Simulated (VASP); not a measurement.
An input for Quantum ESPRESSO's pw.x (written as the equivalent of a VASP run, and not itself run):

```
&CONTROL
  calculation = 'scf'
  pseudo_dir = './pseudo'
  outdir = './out'
  tprnfor = .true.
  tstress = .true.
/
&SYSTEM
  ibrav = 0
  nat = 3
  ntyp = 2
  ecutwfc = 76
  occupations = 'tetrahedra'
  input_dft = 'pz'
/
&ELECTRONS
  conv_thr = 7.3e-09
  electron_maxstep = 100
/
ATOMIC_SPECIES
  Zr 91.224 Zr.upf
  B 10.810 B.upf
CELL_PARAMETERS angstrom
     1.5670236   -2.7141650    0.0000000
     1.5670236    2.7141650    0.0000000
     0.0000000    0.0000000    3.4939326
ATOMIC_POSITIONS crystal
  Zr   0.0000000  0.0000000  0.0000000
  B    0.3333330  0.6666670  0.5000000
  B    0.6666670  0.3333330  0.5000000
K_POINTS automatic
  13 13 10 0 0 0
```

Q: Translate this input to VASP (INCAR, KPOINTS, POSCAR, choice of POTCAR).

A: One answer among several that fit: 
### POSCAR
```
ZrB2
6.9878650
  0.2242492717  -0.3884111971   0.0000000000
  0.2242492717   0.3884111971   0.0000000000
  0.0000000000   0.0000000000   0.5000000079
Zr B
1 2
Cartesian
  0.0000000000   0.0000000000   0.0000000000
  0.2242492717   0.1294706580   0.2500000039
  0.2242492717  -0.1294706580   0.2500000039
```

### KPOINTS
```
Automatic mesh
0
Gamma
13 13 10
0 0 0
```

INCAR:
```
ALGO = Normal
EDIFF = 1E-7
ENCUT = 520
ISIF = 2
ISMEAR = -5
LASPH = T
LCHARG = T
LEFG = T
LMAXMIX = 4
LORBIT = 11
LREAL = F
LWAVE = F
NEDOS = 601
NELM = 100
PREC = Accurate
SYSTEM = ZrB2
```

POTCAR, in this order: Zr_sv B (LDA.64 set). Program: vasp_std.

What does not carry over: the potentials are each code's own (VASP's PAW set, PseudoDojo norm-conserving files in pw.x), so ENCUT and ecutwfc are chosen apart and not converted; conv_thr bounds pw.x's estimated SCF error, while EDIFF bounds the energy change between steps; the field gradients of LEFG aren't asked of the other code.

The compound is ZrB2 in the AlB2 type structure. It was relaxed first.
